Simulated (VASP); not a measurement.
Given:

```yaml
crystal:
  lattice:
    - [6.15326, 0.00000, 0.00000]
    - [0.00000, 6.15326, 0.00000]
    - [0.00000, 0.00000, 6.15326]
  atoms:
    - { symbol: Ga, position: [0.00000, 0.00000, 0.00000] }
    - { symbol: Sb, position: [0.24930, 0.24930, 0.24930] }
    - { symbol: Sb, position: [0.75070, 0.75070, 0.24930] }
    - { symbol: Sb, position: [0.75070, 0.24930, 0.75070] }
    - { symbol: Sb, position: [0.24930, 0.75070, 0.75070] }
    - { symbol: Al, position: [0.50000, 0.50000, 0.00000] }
    - { symbol: Al, position: [0.50000, 0.00000, 0.50000] }
    - { symbol: Al, position: [0.00000, 0.50000, 0.50000] }
```

All values below come from PBEsol GGA, VASP's PBE PAW potentials (set 64) (plane waves; VASP). Run with 400 eV cut-off, 4×4×4 Γ-centred mesh, tetrahedra with Blöchl corrections, potentials Ga_d Sb Al.

Unless said otherwise, spin-orbit coupling is left out, though it shifts the bands of the heavy elements here.

What does the run give for the energy per atom (σ→0), band gap (on the k-mesh) with the smallest direct gap where there is one?

```json
{
  "band gap (on the k-mesh)": "0.42 eV",
  "smallest direct gap (on the k-mesh)": "0.66 eV",
  "energy per atom (σ→0)": "-418.7 kJ/mol of atoms"
}
```

The absolute energy has meaning only against runs of the same code, potentials and settings.

The structure was generated: Al3GaSb4 was put into an ordered model structure (P-43m), which need not be its known phase. It was relaxed first.
